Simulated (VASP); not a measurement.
Method: PBE GGA with D4 dispersion, VASP's PBE PAW potentials (set 64) (plane waves; VASP).

The input files of a VASP run:

**POSCAR**
```
CdS
6.7491820
  0.3075574941  -0.5327051805   0.0000000000
  0.3075574941   0.5327051805   0.0000000000
  0.0000000000   0.0000000000   1.0000000128
Cd S
2 2
direct
  0.6666670000   0.3333330000   0.5000696985
  0.3333330000   0.6666670000   0.0000696985
  0.6666670000   0.3333330000   0.8769303015
  0.3333330000   0.6666670000   0.3769303015
```

### KPOINTS
```
Automatic mesh
0
Gamma
7 7 4
0 0 0
```

INCAR:
```
! general
SYSTEM   =  CdS
PREC     =  Accurate
ENCUT    =  520   ! plane-wave cut-off (eV)
LREAL    =  F
LASPH    =  T

! electronic loop
EDIFF    =  1E-7   ! SCF stop (eV)
NELM     =  100
ALGO     =  Normal   ! blocked Davidson
LMAXMIX  =  4   ! l cut-off of mixed one-centre charges

! smearing
ISMEAR   =  -5

! functional
GGA      =  PE
IVDW     =  13   ! D4

! ions
ISIF     =  2   ! forces and stress, cell fixed

! output
LWAVE    =  F
LCHARG   =  T
LORBIT   =  11   ! lm-projected
NEDOS    =  601   ! DOS grid

! other
LEFG     =  T
```

POTCAR, in this order: Cd S (PBE.64 set). Program: vasp_std.

Task: What does the run give for the energy per atom (σ→0), dispersion energy?

Result: 
The energy per atom (σ→0) comes out as -3.377 eV/atom and the dispersion energy is -1.234 eV.

### OSZICAR
```
...
DAV:  10    -0.122717632286E+02   -0.10845E-03   -0.18179E-03  1262   0.481E-01    0.114E-01
DAV:  11    -0.122718537249E+02   -0.90496E-04   -0.22669E-04  1256   0.114E-01    0.112E-01
DAV:  12    -0.122719079893E+02   -0.54264E-04   -0.20919E-04  1182   0.862E-02    0.289E-02
DAV:  13    -0.122719141194E+02   -0.61301E-05   -0.25563E-05  1218   0.344E-02    0.119E-02
DAV:  14    -0.122719143014E+02   -0.18191E-06   -0.28030E-06  1218   0.123E-02    0.945E-03
DAV:  15    -0.122719137795E+02    0.52190E-06   -0.16716E-06  1250   0.788E-03    0.143E-03
DAV:  16    -0.122719137615E+02    0.17942E-07   -0.12230E-07   852   0.248E-03
   1 F= -.13506120E+02 E0= -.13506120E+02  d E =0.000000E+00
```

The compound is CdS in the wurtzite structure. It was relaxed first.
